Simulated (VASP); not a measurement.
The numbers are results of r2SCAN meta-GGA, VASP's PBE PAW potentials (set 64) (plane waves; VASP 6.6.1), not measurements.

VASP ran on this input.

KPOINTS:
```
kpoints
0
G
 6 4 10
```

**POSCAR**
```
Se
1
    4.9741641410     0.0000000000     0.0000000000
    0.0000000000     7.8879649487     0.0000000000
    0.0000000000     0.0000000000     2.7055967154
Se
4
Direct
  0.6709502952   0.3996559940   0.2650567201
  0.3290497048   0.6003440060   0.2650567201
  0.1709502952   0.1003440060   0.7349432799
  0.8290497048   0.8996559940   0.7349432799
```

**INCAR**
```
ALGO=Normal
EDIFF=1E-6
EDIFFG=-0.02
ENCUT=400
IBRION=2
ISIF=3
ISMEAR=1
LASPH=T
LCHARG=F
LMAXMIX=4
LMIXTAU=T
LREAL=F
LWAVE=F
METAGGA=R2SCAN
NELM=100
NSW=60
PREC=Accurate
SIGMA=0.1
SYSTEM=Se
```

POTCAR, in this order: Se (PBE.64 set). Program: vasp_std.

The run wrote:

**OUTCAR**
```
 ion  position               nearest neighbor table
   1  0.671  0.400  0.265-   2 2.32
   2  0.329  0.600  0.265-   1 2.32
   3  0.171  0.100  0.735-   4 2.32
   4  0.829  0.900  0.735-   3 2.32
  LATTYP: Found a simple orthorhombic cell.
 ALAT       =     2.7055967154
 B/A-ratio  =     1.8384721244
 C/A-ratio  =     2.9154252383
 Subroutine PRICEL returns:
 Original cell was already a primitive cell.
 Subroutine GETGRP returns: Found  4 space group operations
The static configuration has the point symmetry C_2 .
 The point group associated with its full space group is D_2 .
The dynamic configuration has the point symmetry C_2 .
 Subroutine INISYM returns: Found  4 space group operations
 Subroutine IBZKPT returns following result:
 Found     72 irreducible k-points:

 Following reciprocal coordinates:
            Coordinates               Weight
  0.000000  0.000000  0.000000      1.000000
  0.166667  0.000000  0.000000      2.000000
  0.333333  0.000000  0.000000      2.000000
  0.500000  0.000000  0.000000      1.000000
  0.000000  0.250000  0.000000      2.000000
  0.166667  0.250000  0.000000      4.000000
  0.333333  0.250000  0.000000      4.000000
  0.500000  0.250000  0.000000      2.000000
  0.000000  0.500000  0.000000      1.000000
  0.166667  0.500000  0.000000      2.000000
  0.333333  0.500000  0.000000      2.000000
  0.500000  0.500000  0.000000      1.000000
  0.000000  0.000000  0.100000      2.000000
  0.166667  0.000000  0.100000      4.000000
  0.333333  0.000000  0.100000      4.000000
  0.500000  0.000000  0.100000      2.000000
  0.000000  0.250000  0.100000      4.000000
  0.166667  0.250000  0.100000      8.000000
  0.333333  0.250000  0.100000      8.000000
...
```

**OSZICAR**
```
       N       E                     dE             d eps       ncg     rms          rms(c)
DAV:   1     0.668736609335E+02    0.66874E+02   -0.89262E+03  2304   0.104E+03
DAV:   2    -0.544762121487E+02   -0.12135E+03   -0.11900E+03  3224   0.186E+02
DAV:   3    -0.613707901405E+02   -0.68946E+01   -0.68319E+01  3000   0.526E+01
DAV:   4    -0.614244867439E+02   -0.53697E-01   -0.53454E-01  2736   0.525E+00
DAV:   5    -0.614248835528E+02   -0.39681E-03   -0.39663E-03  2920   0.437E-01    0.769E+00
DAV:   6    -0.597155926432E+02    0.17093E+01   -0.30109E-01  2440   0.497E+00    0.527E+00
DAV:   7    -0.536977754138E+02    0.60178E+01   -0.29297E+00  2608   0.975E+00    0.233E+00
DAV:   8    -0.556725963240E+02   -0.19748E+01   -0.55223E-01  2360   0.556E+00    0.759E-01
DAV:   9    -0.558419956686E+02   -0.16940E+00   -0.34908E-02  2872   0.114E+00    0.761E-01
DAV:  10    -0.566195346114E+02   -0.77754E+00   -0.33172E-01  2304   0.469E+00    0.191E-01
DAV:  11    -0.566340078264E+02   -0.14473E-01   -0.11442E-02  2752   0.838E-01    0.111E-01
DAV:  12    -0.566401557594E+02   -0.61479E-02   -0.16809E-03  2352   0.418E-01    0.915E-02
DAV:  13    -0.566427534647E+02   -0.25977E-02   -0.20995E-03  2392   0.369E-01    0.282E-02
DAV:  14    -0.566431602253E+02   -0.40676E-03   -0.20838E-04  2408   0.127E-01    0.163E-02
DAV:  15    -0.566431468526E+02    0.13373E-04   -0.55280E-05  2376   0.752E-02    0.830E-03
DAV:  16    -0.566431595736E+02   -0.12721E-04   -0.51109E-05  2408   0.728E-02    0.364E-03
DAV:  17    -0.566431869388E+02   -0.27365E-04   -0.15312E-05  2352   0.392E-02    0.279E-03
DAV:  18    -0.566431915654E+02   -0.46266E-05   -0.26077E-06  2088   0.159E-02    0.121E-03
DAV:  19    -0.566431917723E+02   -0.20693E-06   -0.26084E-07  1240   0.496E-03
   1 F= -.56643192E+02 E0= -.56643479E+02  d E =-.566432E+02
       N       E                     dE             d eps       ncg     rms          rms(c)
DAV:   1    -0.566439701449E+02   -0.77858E-03   -0.77232E-02  2368   0.169E+00    0.263E-01
DAV:   2    -0.566434679581E+02    0.50219E-03   -0.31206E-03  2456   0.356E-01    0.147E-01
DAV:   3    -0.566431635942E+02    0.30436E-03   -0.13421E-03  2416   0.226E-01    0.303E-02
DAV:   4    -0.566432110947E+02   -0.47500E-04   -0.64063E-05  2376   0.663E-02    0.217E-02
DAV:   5    -0.566431230107E+02    0.88084E-04   -0.86059E-05  2480   0.725E-02    0.735E-03
DAV:   6    -0.566432221749E+02   -0.99164E-04   -0.69227E-05  2448   0.672E-02    0.210E-03
DAV:   7    -0.566432232457E+02   -0.10707E-05   -0.18398E-06  1496   0.116E-02    0.138E-03
DAV:   8    -0.566432231996E+02    0.46063E-07   -0.16565E-07  1192   0.339E-03
   2 F= -.56643223E+02 E0= -.56643509E+02  d E =-.314273E-04
       N       E                     dE             d eps       ncg     rms          rms(c)
DAV:   1    -0.566437899608E+02   -0.56672E-03   -0.18208E-02  2376   0.818E-01    0.128E-01
DAV:   2    -0.566436712272E+02    0.11873E-03   -0.74272E-04  2440   0.174E-01    0.714E-02
DAV:   3    -0.566435928313E+02    0.78396E-04   -0.31992E-04  2392   0.110E-01    0.144E-02
DAV:   4    -0.566436009924E+02   -0.81611E-05   -0.15572E-05  2360   0.328E-02    0.104E-02
DAV:   5    -0.566435748789E+02    0.26113E-04   -0.19282E-05  2440   0.343E-02    0.304E-03
DAV:   6    -0.566435965859E+02   -0.21707E-04   -0.18003E-05  2416   0.341E-02    0.119E-03
DAV:   7    -0.566435973826E+02   -0.79672E-06   -0.74149E-07  1208   0.736E-03
   3 F= -.56643597E+02 E0= -.56643885E+02  d E =-.405610E-03
```

File OUTCAR:
```
------------------------ aborting loop because EDIFF is reached ----------------------------------------
  FORCE on cell =-STRESS in cart. coord.  units (eV):
  Direction    XX          YY          ZZ          XY          YZ          ZX
  --------------------------------------------------------------------------------------
  Total        0.0584737     -0.0054920     -0.0059272      0.0000000      0.0000000      0.0000000
  in kB        0.8851764     -0.0831386     -0.0897267      0.0000000      0.0000000      0.0000000
  external PRESSURE =       0.2374370 kB  Pullay stress =       0.0000000 kB
  volume of cell :      105.84
      direct lattice vectors                 reciprocal lattice vectors
     4.971299905  0.000000000  0.000000000     0.201154631  0.000000000  0.000000000
     0.000000000  7.881428328  0.000000000     0.000000000  0.126880555  0.000000000
     0.000000000  0.000000000  2.701258287     0.000000000  0.000000000  0.370197846
 POSITION                                       TOTAL-FORCE (eV/Angst)
 -----------------------------------------------------------------------------------
      3.33440      3.15036      0.71598        -0.007734     -0.013153     -0.000474
      1.63690      4.73106      0.71598         0.007734      0.013153     -0.000474
      0.84875      0.79035      1.98528        -0.007734      0.013153      0.000474
      4.12255      7.09108      1.98528         0.007734     -0.013153      0.000474
 -----------------------------------------------------------------------------------
    total drift:                               -0.000000     -0.000000     -0.000000
  FREE ENERGIE OF THE ION-ELECTRON SYSTEM (eV)
  ---------------------------------------------------
  free  energy   TOTEN  =       -56.6435973826 eV

  energy  without entropy=      -56.6444591344  energy(sigma->0) =      -56.64388463

 reached required accuracy - stopping structural energy minimisation
```
(Selected blocks of OUTCAR.)

### CONTCAR
```
Se
   1.00000000000000
     4.9712999051998024    0.0000000000000000    0.0000000000000000
     0.0000000000000000    7.8814283278516726    0.0000000000000000
     0.0000000000000000    0.0000000000000000    2.7012582868473380
  Se
     4
Direct
     0.6707305726024839    0.3997198592500156    0.2650541146317132
     0.3292694273975160    0.6002801407499844    0.2650541146317132
     0.1707305726024840    0.1002801407499844    0.7349458853682869
     0.8292694273975161    0.8997198592500156    0.7349458853682869
```

The structure comes from a computed database's Se entry (P2_12_12); how it stands against other phases isn't given here. This run relaxes it. Symmetry was kept, so distortions that lower it aren't found. The start is the result of an earlier pass.
